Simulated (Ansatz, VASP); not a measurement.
# Two plane-wave programs on Mg6CuSi

Contents of run.py:

```python
from ase import Atoms
from ase.calculators.vasp import Vasp
from ase.dft.bandgap import bandgap

atoms = Atoms(
    ['Cu', 'Si', 'Mg', 'Mg', 'Mg', 'Mg', 'Mg', 'Mg'],
    cell=[[4.851185, 0.0, 0.0], [0.0, 3.095162, 5.173203], [0.0, -3.095162, 5.173203]],
    scaled_positions=[[0.5, 0.833364, 0.833364], [0.5, 0.332524, 0.332524], [0.0, 0.1694, 0.1694], [0.0, 0.67181, 0.67181], [0.0, 0.66632, 0.158054], [0.0, 0.158054, 0.66632], [0.5, 0.833724, 0.334807], [0.5, 0.334807, 0.833724]],
    pbc=True,
)
calc = Vasp(
    directory='calc',
    xc='rpbe',
    pp='PBE',
    setups={'base': 'minimal', 'Cu': '_GW', 'Si': '_GW', 'Mg': '_GW'},
    prec='Accurate',
    encut=550,
    ediff=1e-06,
    ismear=0,
    sigma=0.02,
    lreal=False,
    lasph=True,
    nelm=60,
    algo='Normal',
    isif=2,
    lwave=False,
    lcharg=False,
    kpts=[6, 5, 5],
    gamma=True,
)
atoms.calc = calc

print('energy (eV):', atoms.get_potential_energy())
print('free energy (eV):', atoms.get_potential_energy(force_consistent=True))
print('forces (eV/A):')
print(atoms.get_forces())
print('stress (eV/A^3, Voigt):', atoms.get_stress())
print('Fermi level (eV):', calc.get_fermi_level())
gap, top, bottom = bandgap(calc)
print('band gap (eV):', gap, 'from (spin, k, band)', top, 'to', bottom)
```

Contents of input.yaml:

```yaml
crystal:
  lattice:
    - [4.851185, 0.0, 0.0]
    - [0.0, 3.095162, 5.173203]
    - [0.0, -3.095162, 5.173203]
  atoms:
    - { symbol: Cu, position: [0.5, 0.833364, 0.833364] }
    - { symbol: Si, position: [0.5, 0.332524, 0.332524] }
    - { symbol: Mg, position: [0.0, 0.1694, 0.1694] }
    - { symbol: Mg, position: [0.0, 0.67181, 0.67181] }
    - { symbol: Mg, position: [0.0, 0.66632, 0.158054] }
    - { symbol: Mg, position: [0.0, 0.158054, 0.66632] }
    - { symbol: Mg, position: [0.5, 0.833724, 0.334807] }
    - { symbol: Mg, position: [0.5, 0.334807, 0.833724] }
hamiltonian:
  xc: rpbe
  pseudopotentials: { kind: paw }
kpoints:
  mp_grid: { grid: [6, 5, 5] }
scf:
  occupations: { method: gaussian, width: 0.02 }
output:
  forces: true
  stress: true
  eigenvalues: true
```

The cell comes from a database or a generator and needn't be the stable form of this composition.

Alike in both runs: task single point; functional RPBE; k mesh 6 × 5 × 5; occupations gaussian, width 0.02 eV; no spin polarisation.

|  | VASP | Ansatz |
| --- | --- | --- |
| version | VASP 6.6.1 | Ansatz 0.2.0 |
| potentials or method | VASP PAW PBE potentials, release 64 (Cu_GW, Si_GW, Mg_GW) | Ansatz PAW |
| plane-wave cutoff (eV) | 550 | 420 |
| valence electrons in the cell | 27 | 83 |

```csv
,VASP,Ansatz,Ansatz less VASP
gap on the k mesh at the Fermi level (eV),none,none,-
pressure (GPa),1.3,1.7,+0.37
largest component of the traceless stress (GPa),1.10,1.12,+0.017
rms of the force components (eV/Å),0.027,0.026,-0.0016
```

Atom by atom the forces differ by 0.002 eV/Å (rms over components). A gap of «none» marks a metal or a gap that the smearing closes. The two sets of potentials don't hold the same shells in valence.

Caveats: the PAW data sets were made with another functional, which shifts forces and pressure a little (VASP); the PAW data sets come from PBE, with cores solved anew for the run's functional, which leaves a small shift of forces and pressure (Ansatz).
